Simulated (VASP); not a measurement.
# Ge3B2C3 (R3m) in VASP: band structure with PBE

Aim: the band structure of Ge3B2C3 with PBE.

All numbers are computed with VASP 6.6.1; they aren't measurements. Logs are shortened: lines on timing, memory, paths and dates and some standing lists are left out, and cuts for length are marked.

## 1. Starting point

It takes space group R3m (No. 160, trigonal). The conventional cell has a = 6.230 Å, b = 6.230 Å, c = 7.965 Å, α = 90.00°, β = 90.00°, γ = 120.00°. Around Ge (site symmetry m) lie 3 C at 1.98 to 2.01 Å and 1 B at 2.09 Å. B (site symmetry 3m) has 3 C at 1.71 Å and 1 B at 1.76 Å as nearest neighbours. B (site symmetry 3m) is surrounded by 1 B at 1.76 Å. C (site symmetry m) is surrounded by 1 B at 1.71 Å.

The cell was built by a generator and needn't be a form met in nature.

## 2. Band structure, PBE

Input file POSCAR:

```
Ge3B2C3
1.0
    3.1149790000      1.7984340000      2.6551400000
   -3.1149790000      1.7984340000      2.6551400000
    0.0000000000     -3.5968680000      2.6551400000
Ge B C
3 2 3
Direct
    0.9960200000      0.4892770000      0.4892770000
    0.4892770000      0.9960200000      0.4892770000
    0.4892770000      0.4892770000      0.9960200000
    0.0074180000      0.0074180000      0.0074180000
    0.7862130000      0.7862130000      0.7862130000
    0.2272330000      0.2272330000      0.7777250000
    0.2272330000      0.7777250000      0.2272330000
    0.7777250000      0.2272330000      0.2272330000
```

Input file INCAR.step1:

```
PREC = Accurate ; ENCUT = 520
EDIFF = 1E-6 ; ISMEAR = 0
SIGMA = 0.1 ; LREAL = False
LASPH = True ; NELM = 80
ALGO = Normal ; ISIF = 2
LWAVE = False ; LCHARG = True
GGA = PE ; NBANDS = 40
```

Input file KPOINTS.step1:

```
Automatic mesh
0
Gamma
  8 8 8
```

Input file INCAR.step2:

```
PREC = Accurate ; ENCUT = 520
EDIFF = 1E-6 ; ISMEAR = 0
SIGMA = 0.05 ; LREAL = False
LASPH = True ; NELM = 80
ALGO = Normal ; ISIF = 2
LWAVE = False ; LCHARG = False
GGA = PE ; NBANDS = 40
ICHARG = 11
```

Input file KPOINTS.step2:

```
path GLB1,BZGX,QFP1Z,LP
10
line-mode
reciprocal
 0.0000000000  0.0000000000  0.0000000000  G
 0.5000000000  0.0000000000  0.0000000000  L

 0.5000000000  0.0000000000  0.0000000000  L
 0.5000000000  0.4725268176 -0.4725268176  B1

 0.5274731824  0.5000000000  0.4725268176  B
 0.5000000000  0.5000000000  0.5000000000  Z

 0.5000000000  0.5000000000  0.5000000000  Z
 0.0000000000  0.0000000000  0.0000000000  G

 0.0000000000  0.0000000000  0.0000000000  G
 0.4862634088  0.0000000000 -0.4862634088  X

 0.5137365912  0.4862634088  0.0000000000  Q
 0.5000000000  0.5000000000  0.0000000000  F

 0.5000000000  0.5000000000  0.0000000000  F
 0.5137365912  0.5137365912  0.4725268176  P1

 0.5137365912  0.5137365912  0.4725268176  P1
 0.5000000000  0.5000000000  0.5000000000  Z

 0.5000000000  0.0000000000  0.0000000000  L
 0.5274731824  0.4862634088  0.4862634088  P
```

Potentials or basis: VASP PAW PBE potentials, release 64 (Ge_d, B, C).

On the command line:

```
$ cat potpaw_PBE.64/Ge_d/POTCAR potpaw_PBE.64/B/POTCAR potpaw_PBE.64/C/POTCAR > POTCAR
$ cp INCAR.step1 INCAR
$ cp KPOINTS.step1 KPOINTS
$ mpirun -np 1 vasp_std > vasp.out
$ cp INCAR.step2 INCAR
$ cp KPOINTS.step2 KPOINTS
$ mpirun -np 1 vasp_std > vasp.out
```

OUTCAR:

```text
PREC = Accurate
   ENCUT = 520
   EDIFF = 1E-6
   ISMEAR = 0
   LREAL = False
   LASPH = True
   NELM = 80
   ISIF = 2
   GGA = PE
   ICHARG = 11

 ion  position               nearest neighbor table
   1  0.996  0.489  0.489-   8 1.98   6 2.01   7 2.01   5 2.09
   2  0.489  0.996  0.489-   7 1.98   6 2.01   8 2.01   5 2.09
   3  0.489  0.489  0.996-   6 1.98   7 2.01   8 2.01   5 2.09
   4  0.007  0.007  0.007-   7 1.71   8 1.71   6 1.71   5 1.76
   5  0.786  0.786  0.786-   4 1.76   2 2.09   1 2.09   3 2.09
   6  0.227  0.227  0.778-   4 1.71   3 1.98   1 2.01   2 2.01
   7  0.227  0.778  0.227-   4 1.71   2 1.98   3 2.01   1 2.01
   8  0.778  0.227  0.227-   4 1.71   1 1.98   3 2.01   2 2.01

  LATTYP: Found a trigonal (rhomboedric) cell.
 ALAT       =     4.4707077548
 COS(alpha) =     0.0290705007

  Lattice vectors:

 A1 = (   3.1149790000,   1.7984340000,   2.6551400000)
 A2 = (  -3.1149790000,   1.7984340000,   2.6551400000)
 A3 = (   0.0000000000,  -3.5968680000,   2.6551400000)

Analysis of symmetry for initial positions (statically):
=====================================================================
 Subroutine PRICEL returns:
 Original cell was already a primitive cell.

 Routine SETGRP: Setting up the symmetry group for a
 trigonal (rhombohedral) supercell.

 Subroutine GETGRP returns: Found  6 space group operations
 (whereof  6 operations were pure point group operations)
 out of a pool of 12 trial point group operations.

The static configuration has the point symmetry C_3v.

Analysis of symmetry for dynamics (positions and initial velocities):
=====================================================================
 Subroutine PRICEL returns:
 Original cell was already a primitive cell.

 Routine SETGRP: Setting up the symmetry group for a
 trigonal (rhombohedral) supercell.

 Subroutine GETGRP returns: Found  6 space group operations
 (whereof  6 operations were pure point group operations)
 out of a pool of 12 trial point group operations.

The dynamic configuration has the point symmetry C_3v.

 Subroutine INISYM returns: Found  6 space group operations
 (whereof  6 operations are pure point group operations),
 and found     1 'primitive' translations

----------------------------------------------------------------------------------------

                                     Primitive cell

  volume of cell :      89.2459

  direct lattice vectors                    reciprocal lattice vectors
     3.114979000  1.798434000  2.655140000     0.160514726  0.092673218  0.125542658
    -3.114979000  1.798434000  2.655140000    -0.160514726  0.092673218  0.125542658
     0.000000000 -3.596868000  2.655140000     0.000000000 -0.185346437  0.125542658

  length of vectors
     4.470707712  4.470707712  4.470707755     0.223862149  0.223862149  0.223862146

  position of ions in fractional coordinates (direct lattice)
     0.996020000  0.489277000  0.489277000
     0.489277000  0.996020000  0.489277000
     0.489277000  0.489277000  0.996020000
     0.007418000  0.007418000  0.007418000
     0.786213000  0.786213000  0.786213000
     0.227233000  0.227233000  0.777725000
     0.227233000  0.777725000  0.227233000
     0.777725000  0.227233000  0.227233000

  ion indices of the primitive-cell ions
   primitive index   ion index
                 1           1
                 2           2
                 3           3
                 4           4
                 5           5
                 6           6
                 7           7
                 8           8

----------------------------------------------------------------------------------------

 KPOINTS: path GLB1,BZGX,QFP1Z,LP

Interpolating k-points between supplied coordinates.

 Line segments in fractional coordinates (reciprocal lattice):
    0.000000  0.000000  0.000000  ...  0.500000  0.000000  0.000000
    0.500000  0.000000  0.000000  ...  0.500000  0.472527 -0.472527
    0.527473  0.500000  0.472527  ...  0.500000  0.500000  0.500000
    0.500000  0.500000  0.500000  ...  0.000000  0.000000  0.000000
    0.000000  0.000000  0.000000  ...  0.486263  0.000000 -0.486263
    0.513737  0.486263  0.000000  ...  0.500000  0.500000  0.000000
    0.500000  0.500000  0.000000  ...  0.513737  0.513737  0.472527
    0.513737  0.513737  0.472527  ...  0.500000  0.500000  0.500000
    0.500000  0.000000  0.000000  ...  0.527473  0.486263  0.486263

 Generated    10 points on each line segment, for a total of     90 k-points:

 Following reciprocal coordinates:
            Coordinates               Weight
  0.000000  0.000000  0.000000      0.011111
  0.055556  0.000000  0.000000      0.011111
  0.111111  0.000000  0.000000      0.011111
  0.166667  0.000000  0.000000      0.011111
  0.222222  0.000000  0.000000      0.011111
  0.277778  0.000000  0.000000      0.011111
[... 16 lines left out ...]
  0.521368  0.500000  0.478632      0.011111
  0.518315  0.500000  0.481685      0.011111
 [... further k-points ...]
   k-points           NKPTS =     90   k-points in BZ     NKDIM =     90   number of bands    NBANDS=     40
   number of dos      NEDOS =    301   number of ions     NIONS =      8
   total plane-waves  NPLWV =  46656
   dimension x,y,z NGX =    36 NGY =   36 NGZ =   36
   dimension x,y,z NGXF=    72 NGYF=   72 NGZF=   72
   ions per type =               3   2   3
   NGX,Y,Z   is equivalent  to a cutoff of  13.39, 13.39, 13.39 a.u.
   NGXF,Y,Z  is equivalent  to a cutoff of  26.77, 26.77, 26.77 a.u.
 SYSTEM =  unknown system
   PREC   = accura    normal or accurate (medium, high low for compatibility)
   ISTART =      0    job   : 0-new  1-cont  2-samecut
   ICHARG =     11    charge: 1-file 2-atom 10-const
   ISPIN  =      1    spin polarized calculation?
   LNONCOLLINEAR =      F non collinear calculations
   LSORBIT =      F    spin-orbit coupling
   LASPH  =      T    aspherical Exc in radial PAW
   ENCUT  =  520.0 eV  38.22 Ry    6.18 a.u.   8.31  8.31  8.31*2*pi/ulx,y,z
   NELM   =     80;   NELMIN=  2; NELMDL=  0     # of ELM steps
   EDIFF  = 0.1E-05   stopping-criterion for ELM
   LREAL  =      F    real-space projection
   EDIFFG = 0.1E-04   stopping-criterion for IOM
   NSW    =      0    number of steps for IOM
   IBRION =     -1    ionic relax: 0-MD 1-quasi-New 2-CG
   NFREE  =      0    steps in history (QN), initial steepest desc. (CG)
   ISIF   =      2    stress and relaxation
   ISYM   =      2    0-nonsym 1-usesym 2-fastsym
   POTIM  = 0.5000    time-step for ionic-motion
   TEBEG  =    0.0;   TEEND  =   0.0 temperature during run
   PSTRESS=    0.0 pullay stress
   NELECT =      60.0000    total number of electrons
   NUPDOWN=      -1.0000    fix difference up-down
   EMIN   =  10.00;   EMAX   =-10.00  energy-range for DOS
   EFERMI =   0.00;   METHOD = LEGACY
   ISMEAR =     0;   SIGMA  =   0.05  broadening in eV -4-tet -1-fermi 0-gaus
   EFERMI_NEDOS =   21; number of points for ismear=-14 and -15
   IALGO  =     38    algorithm
   IMIX   =      4    mixing-type and parameters
     AMIX     =   0.40;   BMIX     =  1.00
     AMIX_MAG =   1.60;   BMIX_MAG =  1.00
  volume/ion in A,a.u.               =      11.16        75.28
  Fermi-wavevector in a.u.,A,eV,Ry     =   1.434154  2.710158 27.984435  2.056798
  Thomas-Fermi vector in A             =   2.553594
   LORBIT       =      0    0 simple, 1 ext, 2 COOP (PROOUT), +10 PAW based schemes
   GGA     = PE    functional components
   LHFCALC =     F    Hartree Fock is set to
   AEXX    =    0.0000 exact exchange contribution
   IVDW    =     0    specifies the selected vdW correction
   LEPSILON=     F    determine dielectric tensor
   LRPA    =     F    only Hartree local field effects (RPA)
 non-spin polarized calculation
 Gauss-broadening in eV      SIGMA  =   0.05
  energy-cutoff  :      520.00
  volume of cell :       89.25
 maximum number of plane-waves:      2446
 NGX is ok and might be reduce to    36

 number of electron      60.0000006 magnetization

 Free energy of the ion-electron system (eV)
  ---------------------------------------------------
  ext. energy  EPLUGINS =         0.00000000
  ---------------------------------------------------
  free energy    TOTEN  =       -46.88872788 eV

  energy without entropy =      -46.88551477  energy(sigma->0) =      -46.88712133

 E-fermi :   6.9587     XC(G=0): -11.5745

 val. band max:        6.9426847242   @ k =   0.5214   0.3782   0.3782
 cond. band min:       6.9624032940   @ k =   0.3333   0.3333   0.3333
 fundamental gap:      0.0197185698
 Fermi energy:         6.9587364417

 k-point     1 :       0.0000    0.0000    0.0000
  band No.  band energies     occupation
      1     -17.8789      2.00000
      2     -17.8789      2.00000
      3     -17.8768      2.00000
      4     -17.8228      2.00000
      5     -17.7824      2.00000
      6     -17.7824      2.00000
[... 32 lines left out ...]
     39      12.9877      0.00000
     40      13.0296      0.00000

 k-point     2 :       0.0556    0.0000    0.0000
  band No.  band energies     occupation
      1     -17.8786      2.00000
      2     -17.8781      2.00000
      3     -17.8761      2.00000
      4     -17.8223      2.00000
      5     -17.7828      2.00000
      6     -17.7824      2.00000
[... 32 lines left out ...]
     39      12.9429      0.00000
     40      13.0648      0.00000

 k-point     3 :       0.1111    0.0000    0.0000
  band No.  band energies     occupation
      1     -17.8781      2.00000
      2     -17.8757      2.00000
      3     -17.8739      2.00000
      4     -17.8210      2.00000
      5     -17.7840      2.00000
      6     -17.7826      2.00000
[... 853 lines left out ...]
  band No.  band energies     occupation
      1     -17.8493      2.00000
      2     -17.8491      2.00000
      3     -17.8471      2.00000
      4     -17.8119      2.00000
      5     -17.8115      2.00000
      6     -17.8113      2.00000
[... 32 lines left out ...]
     39      13.6808      0.00000
     40      13.9217      0.00000

 k-point    24 :       0.5183    0.5000    0.4817
  band No.  band energies     occupation
      1     -17.8493      2.00000
      2     -17.8491      2.00000
      3     -17.8471      2.00000
      4     -17.8119      2.00000
      5     -17.8115      2.00000
      6     -17.8113      2.00000
[... 32 lines left out ...]
     39      13.7157      0.00000
     40      13.8108      0.00000

 [... further k-points ...]

------------------------ aborting loop because EDIFF is reached ----------------------------------------

  FORCE on cell =-STRESS in cart. coord.  units (eV):
  Direction    XX          YY          ZZ          XY          YZ          ZX
  --------------------------------------------------------------------------------------
  -------------------------------------------------------------------------------------
  Total       -5.1356175     -5.1356177     -4.7146106      0.0000000      0.0000000     -0.0000000
  in kB      -92.1966089    -92.1966125    -84.6385295      0.0000000      0.0000000     -0.0000000
  external PRESSURE =     -89.6772503 kB  Pullay stress =       0.0000000 kB

 VOLUME and BASIS-vectors are now :
 -----------------------------------------------------------------------------
  energy-cutoff  :      520.00
  volume of cell :       89.25
      direct lattice vectors                 reciprocal lattice vectors
     3.114979000  1.798434000  2.655140000     0.160514726  0.092673218  0.125542658
    -3.114979000  1.798434000  2.655140000    -0.160514726  0.092673218  0.125542658
     0.000000000 -3.596868000  2.655140000     0.000000000 -0.185346437  0.125542658

 POSITION                                       TOTAL-FORCE (eV/Angst)
 -----------------------------------------------------------------------------------
      1.57849      0.91134      5.24277         0.528096      0.304896     -0.320270
     -1.57849      0.91134      5.24277        -0.528096      0.304896     -0.320270
      0.00000     -1.82269      5.24277        -0.000000     -0.609793     -0.320270
      0.00000      0.00000      0.05909        -0.000000      0.000000      0.172024
      0.00000      0.00000      6.26252        -0.000000      0.000000      0.775862
      0.00000     -1.98005      3.27164        -0.000000      0.162878      0.004308
     -1.71477      0.99002      3.27164         0.141057     -0.081439      0.004308
      1.71477      0.99002      3.27164        -0.141057     -0.081439      0.004308
 -----------------------------------------------------------------------------------
    total drift:                                0.000000     -0.000006      0.146463

  FREE ENERGIE OF THE ION-ELECTRON SYSTEM (eV)
  ---------------------------------------------------
  free  energy   TOTEN  =       -46.8887278835 eV

  energy  without entropy=      -46.8855147732  energy(sigma->0) =      -46.88712133
```

Run time: 6.7 min. Hardware: 1 thread of Intel Xeon Platinum 8259CL at 2.50GHz (Skylake/Cascade Lake), shared host; peak memory 0.37 GiB.

What came out:

* Band gap along the path: none (metal or under the smearing width)

Levels at the corners of the path, in eV from the Fermi level:
| point | band 27 | band 28 | band 29 | band 30 | band 31 | band 32 |
| --- | --- | --- | --- | --- | --- | --- |
| Γ | -2.70 | -2.70 | 0.66 | 1.25 | 1.25 | 2.01 |
| L | -2.45 | -2.08 | -2.03 | -1.12 | -0.33 | 3.42 |
| L | -2.45 | -2.08 | -2.03 | -1.12 | -0.33 | 3.42 |
| B1 | -1.25 | -0.86 | -0.50 | 0.70 | 0.75 | 3.73 |
| B | -1.25 | -0.86 | -0.50 | 0.70 | 0.75 | 3.73 |
| Z | -1.24 | -0.83 | -0.50 | 0.76 | 0.76 | 3.72 |
| Z | -1.24 | -0.83 | -0.50 | 0.76 | 0.76 | 3.72 |
| Γ | -2.70 | -2.70 | 0.66 | 1.25 | 1.25 | 2.01 |
| Γ | -2.70 | -2.70 | 0.66 | 1.25 | 1.25 | 2.01 |
| X | -3.22 | -1.58 | -1.28 | -0.64 | 0.43 | 4.50 |
| Q | -3.22 | -1.58 | -1.28 | -0.64 | 0.43 | 4.50 |
| F | -3.24 | -1.57 | -1.27 | -0.65 | 0.44 | 4.50 |
| F | -3.24 | -1.57 | -1.27 | -0.65 | 0.44 | 4.50 |
| P1 | -1.25 | -0.85 | -0.50 | 0.72 | 0.75 | 3.73 |
| P1 | -1.25 | -0.85 | -0.50 | 0.72 | 0.75 | 3.73 |
| Z | -1.24 | -0.83 | -0.50 | 0.76 | 0.76 | 3.72 |
| L | -2.45 | -2.08 | -2.03 | -1.12 | -0.33 | 3.42 |
| P | -1.25 | -0.85 | -0.50 | 0.72 | 0.75 | 3.73 |

Caveat: the log is that of the step along the path at fixed density, whose energy, stress, charges and moments have no meaning.
